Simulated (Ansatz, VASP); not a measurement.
**Ge (Germanium) in two plane-wave programs**

Aim: how closely do two programs agree when they are given the same cell, functional and k mesh?

Calculated with Ansatz 0.2.0; plane waves, with VASP 6.6.1 beside it; band structure at PBE.

## Step 1: The structure

The structure is cubic, space group Fd-3m (No. 227). Conventional cell: a = 5.658 Å, b = 5.658 Å, c = 5.658 Å, α = 90.00°, β = 90.00°, γ = 90.00°. Nearest to Ge lie 4 Ge at 2.45 Å.

## Step 2: Ansatz: band structure, PBE

Ansatz runs on its default PAW (the set named soft_2) files.

The same path points are solved in both programs, so levels can be compared one by one.

input.yaml

```yaml
crystal:
  lattice:
    - [0.0, 2.82891, 2.82891]
    - [2.82891, 0.0, 2.82891]
    - [2.82891, 2.82891, 0.0]
  atoms:
    - { symbol: Ge, position: [0.0, 0.0, 0.0] }
    - { symbol: Ge, position: [0.25, 0.25, 0.25] }
hamiltonian:
  xc: pbe
  pseudopotentials: { kind: paw }
kpoints:
  mp_grid: { grid: [6, 6, 6] }
  band_path:
    path:
      - [0.0, 0.0, 0.0]
      - [0.18182, 0.0, 0.18182]
      - [0.36364, 0.0, 0.36364]
      - [0.5, 0.0, 0.5]
      - [0.5, 0.09091, 0.59091]
      - [0.5, 0.18182, 0.68182]
      - [0.5, 0.25, 0.75]
      - [0.45455, 0.29545, 0.75]
      - [0.40909, 0.34091, 0.75]
      - [0.375, 0.375, 0.75]
      - [0.20455, 0.20455, 0.40909]
      - [0.06818, 0.06818, 0.13636]
      - [0.04545, 0.04545, 0.04545]
      - [0.22727, 0.22727, 0.22727]
      - [0.40909, 0.40909, 0.40909]
      - [0.51136, 0.47727, 0.51136]
      - [0.55682, 0.38636, 0.55682]
      - [0.60227, 0.29545, 0.60227]
      - [0.61364, 0.25, 0.63636]
      - [0.56818, 0.25, 0.68182]
      - [0.51136, 0.25, 0.73864]
      - [0.5, 0.29545, 0.70455]
      - [0.5, 0.38636, 0.61364]
      - [0.5, 0.47727, 0.52273]
      - [0.47727, 0.47727, 0.54545]
      - [0.43182, 0.43182, 0.63636]
      - [0.38636, 0.38636, 0.72727]
      - [0.60227, 0.20455, 0.60227]
      - [0.55682, 0.11364, 0.55682]
      - [0.5, 0.0, 0.5]
    npoints: 1
scf:
  occupations: { method: gaussian, width: 0.01 }
  n_extra_bands: 7
output:
  forces: true
  stress: true
  eigenvalues: true
  write_density: true
  write_potential: true
  elf: true
  volumetric_format: npy
```

On the command line:

```sh
> ansatz run input.yaml --threads 2 --pin off --max-ram 4608MiB --backend cpu --events-out ev --progress --plain --runs-dir out
```

Numbers of over 12 decimals in the logs are rounded to 6 here.

The log of the run:

```text
scf.n_extra_bands = 7 over 14 filled bands (N_el = 28.0): the run solves 21 bands
Engine: ansatz 0.2.0, aarch64-unknown-linux-gnu
Pseudopotentials: kind: paw
Pseudopotential: Ge, paw, valence charge 14, recommended cutoff 420 eV (normal), Ge.paw.azcp
Functional definition: PBE
  parameter kappa = 0.804
  parameter beta = 0.066725
  exchange = pbe_x(kappa = kappa, mu = beta*pi^2/3)
  correlation = pbe_c(beta = beta)
Crystal: 2 atoms, lattice volume = 45.278 Å³
Basis set: ecut = 420 eV, 893 PW (Γ), exchange–correlation on 54×54×54 points (8 copies of the dense FFT grid, shifted against one another)
Bands: 21, of which v1, the nominal top of the filled ones, is band 14 counted from 1 (13 counted from 0)
Symmetry: 48 space group operations
Space group: Fd-3m (ITA 227), of the structure as read, at distance tolerance 3.6e-5 Å
k-points: 16 of 216
Non-local potential: Ge, projectors of the file, l = 0: 2, l = 1: 2, l = 2: 3, l = 3: 1
PAW form: soft (Blöchl's): semilocal exchange-correlation on the pseudo side does not see the compensation charge
PAW one-centre angular grid: Ge, 590 points (default); XC on 64 Gauss nodes
Initial density: superposition of atomic densities (neutral atoms: chi_scale 0, normalization atom), corrected by the library's trained network
Initial wavefunctions: pseudopotential atomic-orbital guess
Functional: x = pbe(κ = 0.804, μ = 0.219515), c = pbe(β = 0.066725)
SCF iter   1: F=—  HF=-8589.895805 eV  |F-HF|=—  |Δ(HF+E_count)|=         —  Δρ=1.04e-3  dr2=3.28e-4  ethr=1.77e-3  ⟨swp⟩=6.0  Hψ=1583  notcnv=0
preconditioner: auto → none  [insulator: Δε(μ)=0.032 eV  Ē_g=25.977 eV  σ=0.010 eV  W_gap=0.98  n_scr=14 (ndim 8)  ℏωp=29.2 eV  f_vac=0.080  D(μ)=0.13/eV (n_scr^D=0)  ε∞_Penn≈2.3]
SCF iter   2: F=—  HF=-8589.895573 eV  |F-HF|=—  |Δ(HF+E_count)|=   2.32e-4  Δρ=5.96e-4  dr2=8.93e-5  ethr=1.17e-6  ⟨swp⟩=2.1  Hψ=765  notcnv=0  defer=38
SCF iter   3: F=—  HF=-8589.895516 eV  |F-HF|=—  |Δ(HF+E_count)|=   5.68e-5  Δρ=2.69e-4  dr2=1.96e-5  ethr=3.19e-7  ⟨swp⟩=2.0  Hψ=516  notcnv=0  defer=38
SCF iter   4: F=—  HF=-8589.895549 eV  |F-HF|=—  |Δ(HF+E_count)|=   3.29e-5  Δρ=8.54e-5  dr2=2.09e-6  ethr=7.00e-8  ⟨swp⟩=2.0  Hψ=589  notcnv=0  defer=38
SCF iter   5: F=—  HF=-8589.895549 eV  |F-HF|=—  |Δ(HF+E_count)|=   3.18e-7  Δρ=3.42e-5  dr2=2.57e-7  ethr=7.48e-9  ⟨swp⟩=2.0  Hψ=521  notcnv=0  defer=38
SCF iter   6: F=-8589.895549 eV  HF=-8589.895549 eV  |F-HF|=6.36e-8  |Δ(HF+E_count)|=   2.03e-7  Δρ=1.25e-5  dr2=3.04e-8  ethr=3.57e-10  ⟨swp⟩=10.5  Hψ=2214  notcnv=0
SCF 1 converged in 6 iterations: F = -8589.895549 eV  dr2 = 3.04e-8
  greatest PAW one-centre occupation: 0.998 electrons in one spin orbital (limit 2), on the Ge atom at site 1 (counted from 0), in its partial waves of l = 2
NSCF: frozen V_eff on 30 k-points
SCF converged after 6 iterations
Free energy (F): -8589.895549 eV
Harris-Foulkes:  -8589.895549 eV  (|F-HF|=6.36e-8)
Internal energy: -8589.895540 eV  (E = F + TS)
E sigma→0 (E₀):  -8589.895544 eV
Entropy (-TS):   -0.000009 eV (-0.005 meV/atom)
Fermi energy:    8.602020 eV
--- Per-component energies (eV) ---
  E_band       = -298.067271
  E_kinetic    = 223.311505
  E_local      = -4941.463418  (includes V_loc(G=0)·N_el)
  E_nonlocal   = 837.481718
  E_hartree    = 2169.325115
  E_xc         = -151.257485
  E_vxc        = -129.395881  (∫ρ·V_xc dr)
  E_paw        = -4040.158985  (= ΣΔE_a)
  E_vpaw       = -626.639913  (= ΣTr[D̂ρ^β])
  E_aug_tail   = 0.000717  (compensation charges beyond the density's cutoff)
  E_ewald      = -2687.134708
  E_smearing   = -0.000009  (= −TS)
  E_closure    = -0.000000  (closes the sum)
  Σ components = -8589.895549   (vs F -8589.895549, Δ=0.00e0)
--- Forces (eV/Å), atoms counted from 1 ---
  atom   1  Ge    -0.00000000     0.00000000     0.00000000
  atom   2  Ge    -0.00000000    -0.00000000     0.00000000
  max |Σ_I F_I| component: 4.63e-17 eV/Å
--- Stress (GPa, compression-positive) ---
        3.488659      -0.000000      -0.000000
       -0.000000       3.488659      -0.000000
        0.000000       0.000000       3.488659
  P = ⅓ Tr σ = 3.4887 GPa (34.887 kbar)
--- Band table (eV; the first three rows and the last of 16) ---
  k-point 0: bands = [... 10 lower, -4.1890, 8.5853, 8.5853, 8.5853, 8.6156, 11.1309, 11.1309, 11.1309, ... 3 higher]
  k-point 1: bands = [... 10 lower, -3.8525, 5.4172, 8.0627, 8.0627, 9.5409, 11.8229, 11.8229, 12.7431, ... 3 higher]
  k-point 2: bands = [... 10 lower, -2.9197, 2.4972, 7.4173, 7.4173, 8.9918, 12.3545, 12.3545, 15.6215, ... 3 higher]
  k-point 15: bands = [... 10 lower, -0.2290, -0.2290, 4.8540, 4.8540, 11.2815, 11.2815, 15.1526, 15.1526, ... 3 higher]
```

The job ended after 1.8 s (2 threads of Arm Neoverse N1, shared host; peak memory 0.27 GiB; 3 s of CPU time).

In the SCF lines HF is the Harris–Foulkes energy and dr2 the Hartree energy of the density residual, in eV; the loop may stop once dr2 is under the threshold and the program's other checks hold. Hψ counts applications of the Hamiltonian.

## Step 3: VASP: band structure, PBE

The same cell, functional, mesh and smearing now go to VASP, with its own data sets and cutoff.

Lines of VASP's logs that name or quote its potential files are left out, and so is its time.

INCAR

```
SYSTEM = Ge
PREC = Accurate
ENCUT = 400
EDIFF = 1E-08
NELM = 100
ISMEAR = 0
SIGMA = 0.01
LREAL = .FALSE.
ALGO = Normal
GGA = PE
NBANDS = 20
LORBIT = 11
LWAVE = .TRUE.
LCHARG = .FALSE.
KPAR = 8
```

POSCAR

```
Ge
1.0
    0.0000000000      2.8289100000      2.8289100000
    2.8289100000      0.0000000000      2.8289100000
    2.8289100000      2.8289100000      0.0000000000
Ge
2
Direct
    0.0000000000      0.0000000000      0.0000000000
    0.2500000000      0.2500000000      0.2500000000
```

KPOINTS

```
Automatic mesh
0
Gamma
6 6 6
0 0 0
```

KPOINTS_OPT

```
Line mode
12
Line-mode
Reciprocal
  0.00000000   0.00000000   0.00000000 GAMMA
  0.50000000   0.00000000   0.50000000 X

  0.50000000   0.00000000   0.50000000 X
  0.50000000   0.25000000   0.75000000 W

  0.50000000   0.25000000   0.75000000 W
  0.37500000   0.37500000   0.75000000 K

  0.37500000   0.37500000   0.75000000 K
  0.00000000   0.00000000   0.00000000 GAMMA

  0.00000000   0.00000000   0.00000000 GAMMA
  0.50000000   0.50000000   0.50000000 L

  0.50000000   0.50000000   0.50000000 L
  0.62500000   0.25000000   0.62500000 U

  0.62500000   0.25000000   0.62500000 U
  0.50000000   0.25000000   0.75000000 W

  0.50000000   0.25000000   0.75000000 W
  0.50000000   0.50000000   0.50000000 L

  0.50000000   0.50000000   0.50000000 L
  0.37500000   0.37500000   0.75000000 K

  0.62500000   0.25000000   0.62500000 U
  0.50000000   0.00000000   0.50000000 X
```

The projector-augmented-wave data sets are Ge_d_GW (PBE family, release 64).

On the command line:

```sh
> mpirun -np 8 vasp_std
```

The log of the run:

```text
[banner, memory and clock lines left out]
running    8 mpi-ranks, on    1 nodes
 distrk:  each k-point on    1 cores,    8 groups
 distr:  one band on    1 cores,    1 groups

 POSCAR found type information on POSCAR Ge
 POSCAR found :  1 types and       2 ions
|                                                                             |
|           W    W    AA    RRRRR   N    N  II  N    N   GGGG   !!!           |
|           W    W   A  A   R    R  NN   N  II  NN   N  G    G  !!!           |
|           W    W  A    A  R    R  N N  N  II  N N  N  G       !!!           |
|           W WW W  AAAAAA  RRRRR   N  N N  II  N  N N  G  GGG   !            |
|           WW  WW  A    A  R   R   N   NN  II  N   NN  G    G                |
|           W    W  A    A  R    R  N    N  II  N    N   GGGG   !!!           |
|                                                                             |
|     For optimal performance we recommend to set                             |
|       NCORE = 2 up to number-of-cores-per-socket                            |
|     NCORE specifies how many cores store one orbital (NPAR=cpu/NCORE).      |
|     This setting can greatly improve the performance of VASP for DFT.       |
|     The default, NCORE=1 might be grossly inefficient on modern             |
|     multi-core architectures or massively parallel machines. Do your        |
|     Unfortunately you need to use the default for GW and RPA                |
|     calculations (for HF NCORE is supported but not extensively tested      |
|     yet).                                                                   |
|                                                                             |

 LDA part: xc-table for (Slater+PW92), standard interpolation
 POSCAR, INCAR and KPOINTS ok, starting setup
 FFT: planning ... GRIDC
 FFT: planning ... GRID_SOFT
 FFT: planning ... GRID
 WAVECAR not read
 entering main loop
       N       E                     dE             d eps       ncg     rms          rms(c)
DAV:   1     0.222038588336E+03    0.22204E+03   -0.14502E+04   644   0.291E+03
DAV:   2     0.262525459255E+02   -0.19579E+03   -0.19237E+03   644   0.524E+02
DAV:   3    -0.696130794095E+01   -0.33214E+02   -0.33046E+02   732   0.167E+02
DAV:   4    -0.891540791473E+01   -0.19541E+01   -0.19532E+01   756   0.544E+01
DAV:   5    -0.902799625428E+01   -0.11259E+00   -0.11258E+00   852   0.133E+01    0.343E+00
DAV:   6    -0.896761449406E+01    0.60382E-01   -0.64670E-02   872   0.318E+00    0.203E+00
DAV:   7    -0.893474012529E+01    0.32874E-01   -0.59765E-02   760   0.327E+00    0.151E-01
DAV:   8    -0.893575998621E+01   -0.10199E-02   -0.66028E-03   828   0.151E+00    0.628E-02
DAV:   9    -0.893610959779E+01   -0.34961E-03   -0.31326E-04   748   0.255E-01    0.327E-02
DAV:  10    -0.893623979128E+01   -0.13019E-03   -0.20788E-04   724   0.142E-01    0.537E-03
DAV:  11    -0.893624334300E+01   -0.35517E-05   -0.61980E-06   796   0.258E-02    0.101E-03
DAV:  12    -0.893624365025E+01   -0.30725E-06   -0.41201E-07   732   0.996E-03    0.302E-04
DAV:  13    -0.893624357781E+01    0.72439E-07   -0.21248E-08   636   0.168E-03    0.950E-05
DAV:  14    -0.893624361259E+01   -0.34782E-07   -0.19876E-09   460   0.591E-04    0.305E-05
DAV:  15    -0.893624361555E+01   -0.29522E-08   -0.12622E-09   432   0.691E-04
   1 F= -.89362436E+01 E0= -.89362334E+01  d E =-.203552E-04
 Start KPOINTS_OPT (optional k-point list driver)
k-point batch [1-16\120]
       N       E                     dE             ncg
DAV:   1    -0.353395704764E+04   -0.12167E+05      656
DAV:   2    -0.668342065642E+04   -0.31495E+04      644
DAV:   3    -0.722982842366E+04   -0.54641E+03      764
DAV:   4    -0.726130725665E+04   -0.31479E+02      776
DAV:   5    -0.726271821868E+04   -0.14110E+01      848
DAV:   6    -0.726277195867E+04   -0.53740E-01      800
DAV:   7    -0.726277418504E+04   -0.22264E-02      864
DAV:   8    -0.726277429593E+04   -0.11088E-03      808
DAV:   9    -0.726277430361E+04   -0.76823E-05      668
DAV:  10    -0.726277430400E+04   -0.39177E-06      564
DAV:  11    -0.726277430403E+04   -0.25399E-07      544
DAV:  12    -0.726277430403E+04   -0.31851E-08      472
[...]
k-point batch [113-120\120]
       N       E                     dE             ncg
DAV:   1     0.547557900187E+04   -0.92513E+04      336
DAV:   2     0.391878709459E+04   -0.15568E+04      324
DAV:   3     0.365506220079E+04   -0.26372E+03      372
DAV:   4     0.364043480449E+04   -0.14627E+02      376
DAV:   5     0.363964720396E+04   -0.78760E+00      428
DAV:   6     0.363961768342E+04   -0.29521E-01      388
DAV:   7     0.363961605969E+04   -0.16237E-02      452
DAV:   8     0.363961602436E+04   -0.35331E-04      392
DAV:   9     0.363961602244E+04   -0.19224E-05      332
DAV:  10     0.363961602231E+04   -0.12932E-06      276
DAV:  11     0.363961602230E+04   -0.93496E-08      244
 writing wavefunctions
```

OUTCAR, selected parts (step 3):

```text
ion  position               nearest neighbor table
   1  0.000  0.000  0.000-   2 2.45   2 2.45   2 2.45   2 2.45
   2  0.250  0.250  0.250-   1 2.45   1 2.45   1 2.45   1 2.45

  LATTYP: Found a face centered cubic cell.
 ALAT       =     5.6578200000

 Subroutine GETGRP returns: Found 48 space group operations
 (whereof 24 operations were pure point group operations)

The static configuration has the point symmetry T_d .
 The point group associated with its full space group is O_h .

 Found     16 irreducible k-points:

   k-points           NKPTS =     16   k-points in BZ     NKDIM =     16   number of bands    NBANDS=     20

   dimension x,y,z NGX =    28 NGY =   28 NGZ =   28
   dimension x,y,z NGXF=    56 NGYF=   56 NGZF=   56

   ENCUT  =  400.0 eV  29.40 Ry    5.42 a.u.   6.52  6.52  6.52*2*pi/ulx,y,z

   NELECT =      28.0000    total number of electrons

 k-points in reciprocal lattice and weights: Automatic mesh
   0.00000000  0.00000000  0.00000000       0.005
   0.16666667  0.00000000  0.00000000       0.037
   0.33333333  0.00000000  0.00000000       0.037
   0.50000000  0.00000000  0.00000000       0.019
   0.16666667  0.16666667  0.00000000       0.028
   0.33333333  0.16666667  0.00000000       0.111
   0.50000000  0.16666667  0.00000000       0.111
  -0.33333333  0.16666667  0.00000000       0.111
  -0.16666667  0.16666667  0.00000000       0.056
[...]
-0.33333333  0.33333333  0.16666667       0.111
  -0.33333333  0.50000000  0.16666667       0.056

 average (electrostatic) potential at core
       1 -31.8128       2 -31.8128

 E-fermi :   2.9515

 k-point     1 :       0.0000    0.0000    0.0000
  band No.  band energies     occupation
    ...
     10     -21.6735      2.00000
     11      -9.8433      2.00000
     12       2.9376      1.95128
     13       2.9376      1.95112
     14       2.9376      1.95112
     15       2.9618      0.14648
     16       5.4846      0.00000
     17       5.4846      0.00000
     18       5.4846      0.00000
     19       9.3611      0.00000
    ...

 k-point     2 :       0.1667    0.0000    0.0000
  band No.  band energies     occupation
    ...
     10     -21.6590      2.00000
     11      -9.5072      2.00000
     12      -0.2364      2.00000
     13       2.4126      2.00000
     14       2.4126      2.00000
     15       3.8907      0.00000
     16       6.1803      0.00000
     17       6.1803      0.00000
     18       7.0986      0.00000
     19      10.7558      0.00000
    ...

 k-point     3 :       0.3333    0.0000    0.0000
  band No.  band energies     occupation
    ...
     10     -21.6487      2.00000
     11      -8.5752      2.00000
     12      -3.1598      2.00000
     13       1.7640      2.00000
     14       1.7640      2.00000
     15       3.3446      0.00000
     16       6.7171      0.00000
     17       6.7171      0.00000
     18       9.9713      0.00000
     19      10.7966      0.00000
    ...

  Total        0.9021383      0.9021383      0.9021383      0.0000000      0.0000000      0.0000000
  in kB       31.9224580     31.9224580     31.9224580      0.0000000      0.0000000      0.0000000
  external PRESSURE =      31.9224580 kB  Pullay stress =       0.0000000 kB

  energy-cutoff  :      400.00
  volume of cell :       45.28
      direct lattice vectors                 reciprocal lattice vectors
     0.000000000  2.828910000  2.828910000    -0.176746521  0.176746521  0.176746521
     2.828910000  0.000000000  2.828910000     0.176746521 -0.176746521  0.176746521
     2.828910000  2.828910000  0.000000000     0.176746521  0.176746521 -0.176746521

 POSITION                                       TOTAL-FORCE (eV/Angst)
 -----------------------------------------------------------------------------------
      0.00000      0.00000      0.00000        -0.000000     -0.000000     -0.000000
      1.41446      1.41446      1.41446         0.000000      0.000000      0.000000
 -----------------------------------------------------------------------------------
    total drift:                                0.000000      0.000000      0.000000

  FREE ENERGIE OF THE ION-ELECTRON SYSTEM (eV)
  ---------------------------------------------------
  free  energy   TOTEN  =        -8.9362436155 eV

  energy  without entropy=       -8.9362232604  energy(sigma->0) =       -8.93623344

 total charge
# of ion       s       p       d       tot
------------------------------------------
    1        1.093   1.230   9.974  12.297
    2        1.093   1.230   9.974  12.297
--------------------------------------------------
tot          2.186   2.459  19.949  24.594

[... 3 further parts left out ...]
```

The run ends at a pressure of 3.19 GPa.

## Step 4: Side by side

Known differences besides the potentials themselves: the cutoff is 420 eV in Ansatz and 400 eV in VASP; VASP leaves aspherical gradient terms in its spheres out (LASPH is not set), Ansatz keeps them. Total energies have different zeros and are not compared.

Compared:

```csv
quantity,Ansatz,VASP,difference
gap over the path points (eV),0.030,0.024,+0.006
```

Levels at points of the path, from each program's valence-band top (eV; 4 filled, then empty):

```csv
k (reciprocal lattice),Ansatz,VASP
0.000 0.000 0.000,-12.77 0.00 0.00 0.00 0.03 2.55 2.55,-12.78 0.00 0.00 0.00 0.02 2.55 2.55
0.182 0.000 0.182,-12.24 -3.46 -1.44 -1.44 1.46 2.85 4.65,-12.24 -3.46 -1.44 -1.44 1.47 2.84 4.66
0.364 0.000 0.364,-10.66 -6.72 -2.76 -2.76 0.59 1.67 7.85,-10.67 -6.73 -2.77 -2.77 0.60 1.68 7.86
0.500 0.000 0.500,-8.89 -8.89 -3.08 -3.08 0.75 0.75 9.51,-8.90 -8.90 -3.09 -3.09 0.76 0.76 9.50
0.500 0.091 0.591,-8.86 -8.86 -3.37 -3.37 1.42 1.42 8.39,-8.87 -8.87 -3.38 -3.38 1.43 1.43 8.39
0.500 0.182 0.682,-8.81 -8.81 -3.79 -3.79 3.00 3.00 6.19,-8.81 -8.81 -3.80 -3.80 3.01 3.01 6.20
0.500 0.250 0.750,-8.79 -8.79 -3.90 -3.90 4.32 4.32 4.71,-8.80 -8.80 -3.92 -3.92 4.32 4.32 4.73
0.455 0.295 0.750,-9.13 -8.47 -4.16 -3.45 2.79 4.24 5.60,-9.14 -8.48 -4.17 -3.46 2.79 4.25 5.62
0.409 0.341 0.750,-9.31 -8.32 -4.30 -2.85 1.52 4.11 6.75,-9.32 -8.33 -4.31 -2.86 1.52 4.12 6.76
0.375 0.375 0.750,-9.36 -8.29 -4.33 -2.63 1.16 4.08 7.21,-9.37 -8.30 -4.34 -2.65 1.16 4.09 7.21
```

Among the levels compared at these points, filled levels agree within 12 meV and empty ones within 16 meV. Not compared: the pressure (VASP's GW data sets at this cutoff don't carry it).

## Step 5: Summary of results

```
difference in gap over the path points (band structure, PBE) : 0.0061 eV
```

The difference in gap over the path points is 0.0061 eV (band structure, PBE), within the 0.08 eV picked in this series as the mark of a large difference. How closely two codes agree says nothing of how well the functional describes the real material.

[Lines on the potential files, build, host, timing and source positions are cut from VASP's logs without a mark.]

[Logs are printed without paths, hosts, clocks, repeated set-up lines and the standing remarks that a program may print on its own settings, such as how far it seeks lower states.]

[Hosts, paths, dates, database ids (printed as entryN), source tags and the programs' standing remarks are cut or masked in the printed files.]
